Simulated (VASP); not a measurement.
Method: PBEsol GGA, VASP's PBE PAW potentials (set 64) (plane waves; VASP).

The input files of a VASP run:

### INCAR
```
# general
SYSTEM=Be
PREC  =Accurate
ENCUT =520   # plane-wave cut-off (eV)
LREAL =.FALSE.
LASPH =.TRUE.   # aspherical one-centre terms

# electronic loop
EDIFF =1E-7   # SCF stop (eV)
NELM  =100
ALGO  =Normal   # blocked Davidson

# smearing
ISMEAR=-5

# functional
GGA   =PS   # PBEsol

# ions
ISIF  =2   # forces and stress, cell fixed

# output
LWAVE =.FALSE.
LCHARG=.TRUE.
LORBIT=11
NEDOS =601   # DOS grid
```

**POSCAR**
```
Be
1
    1.1302746519    -1.9576929557     0.0000000000
    1.1302746519     1.9576929557     0.0000000000
    0.0000000000     0.0000000000     3.5514514674
Be
2
Direct
  0.3333330000   0.6666670000   0.2500000000
  0.6666670000   0.3333330000   0.7500000000
```

File KPOINTS:
```
Automatic mesh
0
Gamma
21 21 12
0 0 0
```

POTCAR, in this order: Be (PBE.64 set). Program: vasp_std.

Output of the run:

OSZICAR:
```
       N       E                     dE             d eps       ncg     rms          rms(c)
DAV:   1    -0.308563108455E+01   -0.30856E+01   -0.17950E+03  4068   0.545E+02
DAV:   2    -0.799173172024E+01   -0.49061E+01   -0.48495E+01  6150   0.642E+01
DAV:   3    -0.802706397069E+01   -0.35332E-01   -0.35336E-01  5334   0.465E+00
DAV:   4    -0.802715056246E+01   -0.86592E-04   -0.90164E-04  5700   0.154E-01
DAV:   5    -0.802715086223E+01   -0.29977E-06   -0.31565E-06  5256   0.374E-03    0.125E+00
DAV:   6    -0.800374715512E+01    0.23404E-01   -0.26913E-03  4476   0.742E-01    0.762E-01
DAV:   7    -0.799399403690E+01    0.97531E-02   -0.38382E-03  4560   0.765E-01    0.148E-02
DAV:   8    -0.799399144219E+01    0.25947E-05   -0.14488E-05  6300   0.373E-02    0.620E-03
DAV:   9    -0.799399168474E+01   -0.24254E-06   -0.45860E-07  4920   0.631E-03    0.508E-04
DAV:  10    -0.799399167292E+01    0.11813E-07   -0.79107E-10  3708   0.246E-04
   1 F= -.79939917E+01 E0= -.79939917E+01  d E =0.000000E+00
```

File OUTCAR:
```
------------------------ aborting loop because EDIFF is reached ----------------------------------------
  FORCE on cell =-STRESS in cart. coord.  units (eV):
  Direction    XX          YY          ZZ          XY          YZ          ZX
  --------------------------------------------------------------------------------------
  Total       -0.0659910     -0.0659910      0.1489865      0.0000000      0.0000000      0.0000000
  in kB       -6.7271457     -6.7271446     15.1877342      0.0000000      0.0000000      0.0000000
  external PRESSURE =       0.5778146 kB  Pullay stress =       0.0000000 kB
  volume of cell :       15.72
      direct lattice vectors                 reciprocal lattice vectors
     1.130274652 -1.957692956  0.000000000     0.442370356 -0.255402666  0.000000000
     1.130274652  1.957692956  0.000000000     0.442370356  0.255402666  0.000000000
     0.000000000  0.000000000  3.551451467     0.000000000  0.000000000  0.281575015
 POSITION                                       TOTAL-FORCE (eV/Angst)
 -----------------------------------------------------------------------------------
      1.13027      0.65257      0.88786         0.000000      0.000000      0.000000
      1.13027     -0.65257      2.66359        -0.000000     -0.000000      0.000000
 -----------------------------------------------------------------------------------
    total drift:                                0.000000     -0.000003      0.000005
  FREE ENERGIE OF THE ION-ELECTRON SYSTEM (eV)
  ---------------------------------------------------
  free  energy   TOTEN  =        -7.9939916729 eV

  energy  without entropy=       -7.9939916729  energy(sigma->0) =       -7.99399167

 total charge

# of ion       s       p       d       tot
------------------------------------------
    1        0.406   0.780   0.000   1.187
    2        0.406   0.780   0.000   1.187
--------------------------------------------------
tot          0.813   1.561   0.000   2.374
```
(Selected blocks of OUTCAR.)

For a metal the tetrahedron method with Blöchl corrections gives inexact stress and forces.

The compound is Be in the hcp structure. It was relaxed first.
